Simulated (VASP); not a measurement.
Output of a VASP run:

File OSZICAR:
```
       N       E                     dE             d eps       ncg     rms          rms(c)
DAV:   1     0.383868543016E+03    0.38387E+03   -0.17619E+04  1800   0.120E+03
DAV:   2     0.181667970749E+02   -0.36570E+03   -0.35666E+03  2044   0.360E+02
DAV:   3    -0.196177808894E+02   -0.37785E+02   -0.36374E+02  2316   0.132E+02
DAV:   4    -0.209102604763E+02   -0.12925E+01   -0.12826E+01  2196   0.257E+01
DAV:   5    -0.209508145734E+02   -0.40554E-01   -0.40515E-01  2416   0.403E+00    0.523E+00
DAV:   6    -0.201390310512E+02    0.81178E+00   -0.20089E+00  2092   0.825E+00    0.334E+00
DAV:   7    -0.201445063420E+02   -0.54753E-02   -0.43445E-01  1984   0.296E+00    0.168E+00
DAV:   8    -0.201523944417E+02   -0.78881E-02   -0.64779E-02  2260   0.150E+00    0.551E-01
DAV:   9    -0.201518293060E+02    0.56514E-03   -0.10765E-02  2256   0.625E-01    0.144E-01
DAV:  10    -0.201520513138E+02   -0.22201E-03   -0.21937E-03  2020   0.233E-01    0.616E-02
DAV:  11    -0.201521483843E+02   -0.97071E-04   -0.34599E-04  2376   0.104E-01    0.367E-02
DAV:  12    -0.201521654795E+02   -0.17095E-04   -0.70884E-05  2280   0.560E-02    0.149E-02
DAV:  13    -0.201521669226E+02   -0.14431E-05   -0.20797E-05  2228   0.379E-02    0.457E-03
DAV:  14    -0.201521670392E+02   -0.11660E-06   -0.15893E-06  1524   0.800E-03
   1 F= -.20152167E+02 E0= -.20152167E+02  d E =-.151716E-31
```

**OUTCAR**
```
------------------------ aborting loop because EDIFF is reached ----------------------------------------
  FORCE on cell =-STRESS in cart. coord.  units (eV):
  Direction    XX          YY          ZZ          XY          YZ          ZX
  --------------------------------------------------------------------------------------
  Total        2.6132731      2.6132741      2.5317027      0.0000000     -0.0000001      0.0000000
  in kB       28.9976773     28.9976885     28.0925472      0.0000000     -0.0000010      0.0000000
  external PRESSURE =      28.6959710 kB  Pullay stress =       0.0000000 kB
  volume of cell :      144.39
      direct lattice vectors                 reciprocal lattice vectors
     2.061106000  1.189980000  9.811622000     0.242588203  0.140058337  0.033973321
    -2.061106000  1.189980000  9.811622000    -0.242588203  0.140058337  0.033973321
     0.000000000 -2.379961000  9.811622000     0.000000000 -0.280116674  0.033973306
 POSITION                                       TOTAL-FORCE (eV/Angst)
 -----------------------------------------------------------------------------------
      0.00000     -0.00000     11.72803        -0.000000      0.000000     -0.144093
      0.00000     -0.00000     17.70684        -0.000000     -0.000000      0.144093
      0.00000      0.00000      0.00000         0.000000      0.000000     -0.000000
      0.00000     -0.00000      6.34960        -0.000000      0.000000     -0.365947
      0.00000     -0.00000     23.08527        -0.000000     -0.000000      0.365947
 -----------------------------------------------------------------------------------
    total drift:                                0.000000      0.000000     -0.000000
  FREE ENERGIE OF THE ION-ELECTRON SYSTEM (eV)
  ---------------------------------------------------
  free  energy   TOTEN  =       -20.1521670392 eV

  energy  without entropy=      -20.1521670392  energy(sigma->0) =      -20.15216704
```
(Selected blocks of OUTCAR.)

**POSCAR**
```
Bi2Se3
1
    2.0611060000     1.1899800000     9.8116220000
   -2.0611060000     1.1899800000     9.8116220000
    0.0000000000    -2.3799610000     9.8116220000
Bi Se
2 3
Direct
  0.3984400000   0.3984400000   0.3984400000
  0.6015600000   0.6015600000   0.6015600000
  0.0000000000   0.0000000000   0.0000000000
  0.2157170000   0.2157170000   0.2157170000
  0.7842830000   0.7842830000   0.7842830000
```

Problem. Reconstruct the remaining input files.

Solution. One answer among several that fit: the input of the run itself, PBE GGA, plane waves, VASP's PBE PAW potentials (set 64).

**INCAR**
```
! general
SYSTEM  = Bi2Se3
PREC    = Accurate
ENCUT   = 300   ! plane-wave cut-off (eV)
LREAL   = F
LASPH   = T   ! aspherical one-centre terms

! electronic loop
EDIFF   = 1E-6
NELM    = 100
ALGO    = Normal
LMAXMIX = 4   ! l cut-off of mixed one-centre charges

! smearing
ISMEAR  = 0   ! Gaussian
SIGMA   = 0.02   ! width (eV)

! functional
GGA     = PE   ! PBE

! ions
ISIF    = 2   ! forces and stress, cell fixed

! output
LWAVE   = F
LCHARG  = F
```

### KPOINTS
```
Automatic mesh
0
G
6 6 6
0 0 0
```

POTCAR, in this order: Bi_d Se (PBE.64 set). Program: vasp_std.

At this cut-off the stress carries a Pulay error, which pulls relaxed volumes low.

The structure comes from a computed database's Bi2Se3 entry; how it stands against other phases isn't given here. The cell was not relaxed at this level.
